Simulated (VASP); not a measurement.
# GaP (F-43m) in VASP: notebook, part 2 of 2

VASP 6.6.1. Earlier steps stand in the parts before.

### Step 3. Optical spectrum, PBE

Contents of INCAR:

```
SYSTEM = GaP
ALGO = Fast ; CSHIFT = 0.1
EDIFF = 1E-7 ; ENCUT = 520
GGA = PE ; ISIF = 2
ISMEAR = 0 ; LASPH = .TRUE.
LCHARG = .FALSE. ; LOPTICS = .TRUE.
LREAL = .FALSE. ; LWAVE = .FALSE.
NBANDS = 33 ; NEDOS = 2000
NELM = 100 ; PREC = Accurate
SIGMA = 0.02
```

Contents of KPOINTS:

```
k-points
0
G
  14 14 14
  0 0 0
```

Contents of POSCAR:

```
GaP
1.0
    0.0000000000      2.7252500000      2.7252500000
    2.7252500000      0.0000000000      2.7252500000
    2.7252500000      2.7252500000      0.0000000000
Ga P
1 1
Direct
    0.0000000000      0.0000000000      0.0000000000
    0.2500000000      0.2500000000      0.2500000000
```

Potentials or basis: VASP PAW PBE potentials, release 64 (Ga_d, P).

Command:

```bash
$ cat potpaw_PBE.64/Ga_d/POTCAR potpaw_PBE.64/P/POTCAR > POTCAR
$ mpirun -np 1 vasp_std > vasp.out
```

OUTCAR:

```text
SYSTEM = GaP
   EDIFF = 1E-7
   ENCUT = 520
   GGA = PE
   ISIF = 2
   ISMEAR = 0
   LASPH = .TRUE.
   LREAL = .FALSE.
   NELM = 100
   PREC = Accurate

 ion  position               nearest neighbor table
   1  0.000  0.000  0.000-   2 2.36   2 2.36   2 2.36   2 2.36
   2  0.250  0.250  0.250-   1 2.36   1 2.36   1 2.36   1 2.36

  LATTYP: Found a face centered cubic cell.
 ALAT       =     5.4505000000

  Lattice vectors:

 A1 = (   0.0000000000,   2.7252500000,   2.7252500000)
 A2 = (   2.7252500000,   0.0000000000,   2.7252500000)
 A3 = (   2.7252500000,   2.7252500000,   0.0000000000)

[... 806 lines left out ...]
     0.65343     0.08545     0.08545     0.08545    -0.00000    -0.00000    -0.00000
     1.30685     0.23034     0.23034     0.23034    -0.00000    -0.00000    -0.00000
     1.96028     0.82158     0.82158     0.82158    -0.00000    -0.00000     0.00000
     2.61370     4.60511     4.60511     4.60511    -0.00000    -0.00000     0.00000
     3.26713    10.80873    10.80873    10.80873    -0.00000    -0.00000     0.00000
[... 92 lines left out ...]
    64.03573     0.00029     0.00029     0.00029    -0.00000     0.00000     0.00000
    64.68915     0.00027     0.00027     0.00027    -0.00000     0.00000     0.00000

  frequency dependent      REAL DIELECTRIC FUNCTION (independent particle, no local field effects) density-density
     E(ev)        X           Y           Z          XY          YZ          ZX
  --------------------------------------------------------------------------------------------------------------
     0.00000    10.90942    10.90942    10.90942    -0.00000    -0.00000     0.00000
     0.65343    11.17681    11.17681    11.17681    -0.00000    -0.00000     0.00000
     1.30685    12.13500    12.13500    12.13500    -0.00000    -0.00000     0.00000
     1.96028    14.04885    14.04885    14.04885    -0.00000    -0.00000     0.00000
     2.61370    20.18977    20.18977    20.18977    -0.00000    -0.00000     0.00000
     3.26713    15.46134    15.46134    15.46134    -0.00000    -0.00000     0.00000
[... 92 lines left out ...]
    64.03573     0.91981     0.91981     0.91981     0.00000     0.00000    -0.00000
    64.68915     0.92163     0.92163     0.92163     0.00000     0.00000    -0.00000

  frequency dependent IMAGINARY DIELECTRIC FUNCTION (independent particle, no local field effects) current-current
     E(ev)      X         Y         Z        XY        YZ        ZX
  --------------------------------------------------------------------------------------------------------------
     0.00000    60.63787    60.63787    60.63787    -0.00000     0.00000     0.00000
     0.65343     3.19868     3.19868     3.19868    -0.00000     0.00000     0.00000
     1.30685     1.93337     1.93337     1.93337    -0.00000     0.00000     0.00000
     1.96028     2.15084     2.15084     2.15084    -0.00000     0.00000     0.00000
     2.61370     6.07428     6.07428     6.07428    -0.00000     0.00000     0.00000
     3.26713    11.68588    11.68588    11.68588    -0.00000    -0.00000     0.00000
[... 92 lines left out ...]
    64.03573     0.00003     0.00003     0.00003     0.00000    -0.00000     0.00000
    64.68915     0.00003     0.00003     0.00003     0.00000    -0.00000     0.00000

  frequency dependent      REAL DIELECTRIC FUNCTION (independent particle, no local field effects) current-current
     E(ev)        X           Y           Z          XY          YZ          ZX
  --------------------------------------------------------------------------------------------------------------
     0.00000    10.88076    10.88076    10.88076    -0.00000    -0.00000     0.00000
     0.65343    11.14538    11.14538    11.14538    -0.00000    -0.00000     0.00000
     1.30685    12.09384    12.09384    12.09384    -0.00000    -0.00000     0.00000
     1.96028    13.95917    13.95917    13.95917    -0.00000    -0.00000     0.00000
     2.61370    19.82814    19.82814    19.82814    -0.00000     0.00000     0.00000
     3.26713    14.79613    14.79613    14.79613    -0.00000    -0.00000     0.00000
[... 92 lines left out ...]
    64.03573     0.91983     0.91983     0.91983     0.00000     0.00000    -0.00000
    64.68915     0.92166     0.92166     0.92166     0.00000     0.00000    -0.00000
```

OSZICAR:

```text
N       E                     dE             d eps       ncg     rms          rms(c)
DAV:   1     0.126376886327E+03    0.12638E+03   -0.69464E+03  8807   0.789E+02
DAV:   2     0.574386358133E+01   -0.12063E+03   -0.10597E+03  7129   0.264E+02
DAV:   3    -0.906907363316E+01   -0.14813E+02   -0.14556E+02  8320   0.541E+01
DAV:   4    -0.938494835593E+01   -0.31587E+00   -0.31559E+00  8121   0.815E+00
DAV:   5    -0.938707667164E+01   -0.21283E-02   -0.21282E-02  8212   0.677E-01    0.425E+00
RMM:   6    -0.914635883834E+01    0.24072E+00   -0.47295E-02 11282   0.112E+00    0.282E+00
RMM:   7    -0.911802196325E+01    0.28337E-01   -0.16171E-02 11559   0.430E-01    0.127E+00
RMM:   8    -0.911812525714E+01   -0.10329E-03   -0.53274E-03 10719   0.286E-01    0.982E-02
RMM:   9    -0.911834777033E+01   -0.22251E-03   -0.74149E-04 11488   0.131E-01    0.996E-02
RMM:  10    -0.911854280695E+01   -0.19504E-03   -0.17497E-04  9942   0.563E-02    0.417E-02
RMM:  11    -0.911854261886E+01    0.18809E-06   -0.20926E-05 11632   0.208E-02    0.445E-03
RMM:  12    -0.911854312838E+01   -0.50952E-06   -0.21841E-06 10885   0.657E-03    0.228E-03
RMM:  13    -0.911854340609E+01   -0.27771E-06   -0.26486E-07 10850   0.239E-03    0.602E-04
RMM:  14    -0.911854337738E+01    0.28709E-07   -0.57681E-08  8602   0.145E-03
   1 F= -.91185434E+01 E0= -.91185434E+01  d E =-.631520E-16
 imaginary and real dielectric function
```

stdout:

```text
POSCAR found type information on POSCAR GaP
 POSCAR found :  2 types and       2 ions
 scaLAPACK will be used
 LDA part: xc-table for (Slater+PW92), standard interpolation
 POSCAR, INCAR and KPOINTS ok, starting setup
 FFT: planning ... GRIDC
 FFT: planning ... GRID_SOFT
 FFT: planning ... GRID
 WAVECAR not read
 entering main loop
WARNING in EDDRMM: call to ZHEGV failed, returncode =   6  3     23
WARNING in EDDRMM: call to ZHEGV failed, returncode =   8  4     24
WARNING in EDDRMM: call to ZHEGV failed, returncode =   8  4     27
WARNING in EDDRMM: call to ZHEGV failed, returncode =   6  3     28
WARNING in EDDRMM: call to ZHEGV failed, returncode =   8  4     28
 num prob  num prob  num prob  num prob  num prob WARNING in EDDRMM: call to ZHEGV failed, returncode =   8  4     24
WARNING in EDDRMM: call to ZHEGV failed, returncode =   6  3     24
 num prob  num prob WARNING in EDDRMM: call to ZHEGV failed, returncode =   6  3     22
 num prob  num prob  num prob WARNING in EDDRMM: call to ZHEGV failed, returncode =   8  4     19
 num prob  num prob  num prob  num prob  num prob  num prob  num prob  num prob  num prob WARNING in EDDRMM: call to ZHEGV failed, returncode =   8  4     29
 num prob  num prob  num prob  num prob  num prob  num prob  num prob  num prob WARNING in EDDRMM: call to ZHEGV failed, returncode =   8  4     28
 optical routines
 imaginary and real dielectric function
 recalculating local potential from charge density
 direction            1
 direction            2
 direction            3
```

It took 3.8 min on 1 thread of Intel Xeon Platinum 8375C at 2.90GHz (Ice Lake), shared host; peak memory 0.33 GiB.

What came out:

```
Free energy            : -9.1185 eV
Pressure               : 2.5 GPa
Band gap on the k mesh : 1.59 eV, indirect (least direct gap 1.83 eV)
```

Dielectric function (mean over the directions given):
```csv
energy (eV),real part,imaginary part
0.29,10.96,0.04
0.78,11.30,0.11
1.27,12.06,0.22
1.76,13.61,0.82
2.25,16.43,2.17
2.74,19.54,9.98
3.23,15.37,10.68
3.82,16.37,15.63
4.31,12.16,23.19
4.80,-1.76,20.99
5.29,-6.60,10.78
5.78,-4.32,11.38
6.27,-4.50,10.94
6.86,-5.56,4.08
7.35,-4.36,4.01
7.84,-3.51,3.22
8.33,-3.05,2.60
8.82,-2.73,2.83
9.31,-2.39,1.63
9.80,-2.29,1.71
10.39,-1.91,1.15
10.88,-1.80,1.11
11.37,-1.39,0.91
11.86,-1.11,0.68
12.35,-1.03,0.59
12.84,-0.81,0.51
13.43,-0.67,0.40
13.92,-0.51,0.32
14.41,-0.40,0.32
14.90,-0.31,0.34
15.39,-0.16,0.23
15.88,-0.06,0.19
16.37,0.01,0.22
16.96,0.13,0.24
17.45,0.11,0.25
17.94,0.17,0.20
18.43,0.26,0.20
18.92,0.29,0.27
19.41,0.27,0.20
19.99,0.31,0.20
```

Caveat: independent-particle spectra lack excitons.

### Step 4. Born charges and dielectric tensor, PBE

Contents of INCAR:

```
SYSTEM = GaP
ALGO = Fast ; EDIFF = 1E-8
ENCUT = 520 ; GGA = PE
IBRION = 8 ; ISIF = 2
ISMEAR = 0 ; LASPH = .TRUE.
LCHARG = .FALSE. ; LEPSILON = .TRUE.
LREAL = .FALSE. ; LWAVE = .FALSE.
NELM = 100 ; NSW = 1
PREC = Accurate ; SIGMA = 0.02
```

Contents of KPOINTS:

```
k-points
0
G
  10 10 10
  0 0 0
```

POSCAR is that of step 3.

Potentials or basis: VASP PAW PBE potentials, release 64 (Ga_d, P).

Command:

```bash
$ cat potpaw_PBE.64/Ga_d/POTCAR potpaw_PBE.64/P/POTCAR > POTCAR
$ mpirun -np 1 vasp_std > vasp.out
```

OUTCAR:

```text
SYSTEM = GaP
   EDIFF = 1E-8
   ENCUT = 520
   GGA = PE
   IBRION = 8
   ISIF = 2
   ISMEAR = 0
   LASPH = .TRUE.
   LEPSILON = .TRUE.
   LREAL = .FALSE.
   NELM = 100
   NSW = 1
   PREC = Accurate

 ion  position               nearest neighbor table
   1  0.000  0.000  0.000-   2 2.36   2 2.36   2 2.36   2 2.36
   2  0.250  0.250  0.250-   1 2.36   1 2.36   1 2.36   1 2.36

  LATTYP: Found a face centered cubic cell.
 ALAT       =     5.4505000000

  Lattice vectors:

 A1 = (   0.0000000000,   2.7252500000,   2.7252500000)
 A2 = (   2.7252500000,   0.0000000000,   2.7252500000)
 A3 = (   2.7252500000,   2.7252500000,   0.0000000000)

Analysis of symmetry for initial positions (statically):
[... 690 lines left out ...]
  z    -0.00000    -0.00000    -0.00000    -7.47176     0.00000     0.00000

 SECOND DERIVATIVES (NOT SYMMETRIZED)
 ------------------------------------
               1X          1Y          1Z          2X          2Y          2Z
  1X    -9.996953    0.000000    0.000000    9.996953    0.000000    0.000000
  1Y     0.000000   -9.996953    0.000000    0.000000    9.996953    0.000000
  1Z     0.000000    0.000000   -9.996953    0.000000    0.000000    9.996953
  2X    10.012798    0.000000    0.000000  -10.012798    0.000000    0.000000
  2Y     0.000000   10.012798    0.000000    0.000000  -10.012798    0.000000
  2Z     0.000000    0.000000   10.012798    0.000000    0.000000  -10.012798

 Eigenvectors and eigenvalues of the dynamical matrix
 ----------------------------------------------------

   1 f  =   10.679338 THz    67.100260 2PiTHz  356.224375 cm-1    44.166174 meV
             X         Y         Z           dx          dy          dz
      0.000000  0.000000  0.000000     0.000000   -0.554309   -0.000000
      1.362625  1.362625  1.362625     0.000000    0.832311    0.000000
[... 21 lines left out ...]
   6 f/i=    0.003901 THz     0.024513 2PiTHz    0.130137 cm-1     0.016135 meV
             X         Y         Z           dx          dy          dz
      0.000000  0.000000  0.000000     0.410082    0.721869   -0.058984
      1.362625  1.362625  1.362625     0.273110    0.480757   -0.039282

--------------------------------------------------------------------------------------------------------

 MACROSCOPIC STATIC DIELECTRIC TENSOR IONIC CONTRIBUTION
 ------------------------------------------------------
           2.127794     0.000000    -0.000000
           0.000000     2.127794     0.000000
          -0.000000     0.000000     2.127794
 ------------------------------------------------------

 ELASTIC MODULI CONTR FROM IONIC RELAXATION (kBar)
 Direction    XX          YY          ZZ          XY          YZ          ZX
 --------------------------------------------------------------------------------
 XX          -0.0000     -0.0000     -0.0000      0.0000      0.0000      0.0000
 YY          -0.0000     -0.0000     -0.0000      0.0000      0.0000     -0.0000
 ZZ          -0.0000     -0.0000     -0.0000     -0.0000      0.0000      0.0000
 XY           0.0000      0.0000     -0.0000   -218.4392      0.0000      0.0000
 YZ           0.0000      0.0000      0.0000      0.0000   -218.4392      0.0000
 ZX           0.0000     -0.0000      0.0000      0.0000      0.0000   -218.4392
 --------------------------------------------------------------------------------

 PIEZOELECTRIC TENSOR IONIC CONTR  for field in x, y, z        (C/m^2)
          XX          YY          ZZ          XY          YZ          ZX
  --------------------------------------------------------------------------------
  x    -0.00000    -0.00000    -0.00000    -0.00000     0.64151     0.00000
  y    -0.00000     0.00000    -0.00000     0.00000     0.00000     0.64151
  z    -0.00000    -0.00000     0.00000     0.64151     0.00000     0.00000
```

OSZICAR:

```text
N       E                     dE             d eps       ncg     rms          rms(c)
DAV:   1     0.826726615703E+02    0.82673E+02   -0.94583E+03  1222   0.199E+03
DAV:   2    -0.288712137919E+01   -0.85560E+02   -0.82330E+02  1292   0.328E+02
DAV:   3    -0.927115290935E+01   -0.63840E+01   -0.63508E+01  1567   0.771E+01
DAV:   4    -0.938410211480E+01   -0.11295E+00   -0.11289E+00  1430   0.112E+01
[... 12 lines left out ...]
RMM:  21    -0.478964646544E-01    0.30262E-09    0.42028E-07 10541   0.188E-04    0.343E-07
RMM:  22    -0.478964675871E-01   -0.29327E-08    0.30672E-07 10629   0.188E-04    0.354E-07
RMM:  23    -0.478964648793E-01    0.27078E-08    0.53901E-07 10699   0.188E-04    0.359E-07
RMM:  24    -0.478964656701E-01   -0.79082E-09    0.36282E-07 10770   0.188E-04    0.292E-07
RMM:  25    -0.478964671784E-01   -0.15083E-08    0.40446E-07 10851   0.188E-04    0.316E-07
 Linear response finished
```

stdout:

```text
POSCAR found type information on POSCAR GaP
 POSCAR found :  2 types and       2 ions
 scaLAPACK will be used
 LDA part: xc-table for (Slater+PW92), standard interpolation
 POSCAR, INCAR and KPOINTS ok, starting setup
 FFT: planning ... GRIDC
 FFT: planning ... GRID_SOFT
 FFT: planning ... GRID
 WAVECAR not read
 entering main loop
[... 23 lines left out ...]
  Direction:   3
 dielectric tensor                  component  3 :     2.215     2.288    10.643
 Linear response DOF=           2
 Linear response progress:
 first order change of Fermi-energy   0.19976E+00
 force on displaced ion       1 direction 1 :  -9.997  -0.000  -0.000
 Born effective charge ion    1 direction 1 :   2.167   0.000   0.000
 Linear response progress:
 first order change of Fermi-energy  -0.17563E+00
 force on displaced ion       2 direction 1 : -10.013   0.000   0.000
 Born effective charge ion    2 direction 1 :  -2.202   0.000   0.000
 Born effective charges drift removed
 Linear response finished
```

Run time: 25 min. Hardware: 1 thread of Intel Xeon Platinum 8375C at 2.90GHz (Ice Lake), shared host; peak memory 0.36 GiB.

Results:

```yaml
Band_gap_on_the_k_mesh: 1.60 eV, indirect (least direct gap 1.83 eV)
Electronic_dielectric_tensor_diagonal: 10.64
Born_charges_mean_of_the_diagonal: Ga +2.18; P -2.18 e
Highest_phonon_frequency_at_Γ_LO-TO_splitting_left_out: 356 cm⁻¹
```

Levels at points of the mesh, in eV from the valence-band top:
```csv
k point,band 5,band 6,band 7,band 8,band 9,band 10,band 11,band 12,band 13
"(0.00, 0.00, 0.00)",-14.45,-12.49,0.00,0.00,0.00,1.83,3.89,3.89,3.89
"(0.50, 0.00, 0.00)",-14.44,-10.43,-6.63,-1.12,-1.12,1.67,4.72,4.72,8.29
"(0.50, 0.50, 0.00)",-14.43,-9.53,-6.75,-2.68,-2.68,1.66,1.82,10.60,10.60
```

Phonon frequencies in cm⁻¹ (negative: imaginary):
| q point | frequencies |
| --- | --- |
| (0.000, 0.000, 0.000) | 0 0 0 356 356 356 |

Electronic dielectric tensor:
```
10.64  0.00  0.00
 0.00 10.64  0.00
 0.00  0.00 10.64
```

Born effective charge tensors (e):
atom 1, Ga
```
2.18 0.00 0.00
0.00 2.18 0.00
0.00 0.00 2.18
```
atom 2, P
```
-2.18  0.00  0.00
 0.00 -2.18  0.00
 0.00  0.00 -2.18
```

### Step 5. Overview

```csv
task,k mesh,gap on the mesh (eV)
band structure,10 × 10 × 10,1.60
optical spectrum,14 × 14 × 14,1.59
Born charges and dielectric tensor,10 × 10 × 10,1.60
```

Alike in all rows: level PBE; potentials or basis VASP PAW PBE potentials, release 64 (Ga_d, P); no spin polarisation; cell as given; cutoff (eV) 520; smearing gaussian 0.02 eV.

On the cell as given the gap runs from 1.59 eV (PBE) to 1.60 eV (PBE); the meshes differ, which moves gaps too.

Caveats: independent-particle spectra lack excitons (some runs).

Absolute energies hang on the potentials; compare differences alone.

### Step 6. How close it comes

Step 2. Against the measured gap of GaP, 2.34 eV (indirect; 10 K; quoted in “Stacking defects in GaP nanowires: Electronic structure and optical properties”, 2018, arxiv:1810.01194), the calculated 1.59 eV is off by -0.75 eV. Spin-orbit coupling on Ga is left out. The value is that of PBE, without temperature or zero-point motion. Semilocal functionals fall short of measured gaps as a rule.

Step 3. A measured gap of GaP is 2.34 eV (indirect; 10 K; quoted in “Stacking defects in GaP nanowires: Electronic structure and optical properties”, 2018, arxiv:1810.01194); the calculated 1.59 eV misses it by -0.75 eV. Spin-orbit coupling on Ga is left out. The value is that of PBE on a finite k mesh, which can miss the band edges, without temperature or zero-point motion. Semilocal functionals fall short of measured gaps as a rule.

Step 4. A measured gap of GaP is 2.34 eV (indirect; 10 K; quoted in “Stacking defects in GaP nanowires: Electronic structure and optical properties”, 2018, arxiv:1810.01194); the calculated 1.60 eV misses it by -0.74 eV. Spin-orbit coupling on Ga is left out. The value is that of PBE on a finite k mesh, which can miss the band edges, without temperature or zero-point motion. Semilocal functionals fall short of measured gaps as a rule.
